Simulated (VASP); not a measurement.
A convergence study with VASP on HfS2 (1T layered): one setting is varied, all else stays as given below, so the limit is that of these other settings.

```yaml
crystal:
  lattice:
    - [1.81500, -3.14367, 0.00000]
    - [1.81500, 3.14367, 0.00000]
    - [0.00000, 0.00000, 5.85000]
  atoms:
    - { symbol: Hf, position: [0.00000, 0.00000, 0.00000] }
    - { symbol: S, position: [0.33333, 0.66667, 0.25000] }
    - { symbol: S, position: [0.66667, 0.33333, 0.75000] }
```

All values below come from PBE GGA, VASP's PBE PAW potentials (set 64) (plane waves; VASP). The tightest run used: 550 eV cut-off, 16×16×8 Γ-centred mesh, tetrahedra with Blöchl corrections, potentials Hf_pv S.

```json
[
 {"setting": "3×3×2 mesh", "E (eV/atom)": "-7.5567", "pressure (GPa)": "1.11", "irreducible k-points": "6"},
 {"setting": "4×4×2 mesh", "E (eV/atom)": "-7.6003", "pressure (GPa)": "0.66", "irreducible k-points": "8"},
 {"setting": "5×5×2 mesh", "E (eV/atom)": "-7.6165", "pressure (GPa)": "0.45", "irreducible k-points": "10"},
 {"setting": "6×6×3 mesh", "E (eV/atom)": "-7.6242", "pressure (GPa)": "0.30", "irreducible k-points": "17"}
]
```

Problem. These are the cheaper rows. Estimate the results at 16×16×8 mesh, and how far the last row shown lies from them.

Solution. 
| quantity | tightest run | last row shown is off by |
|---|---|---|
| E (eV/atom) | -7.6280 | 0.0038 |
| pressure (GPa) | 0.21 | 0.09 |

Left out are rungs that failed or repeat a setting and relaxations that didn't move; long series are thinned to 24 rows.

The compound is HfS2 in the 1T layered structure. The cell was not relaxed at this level.
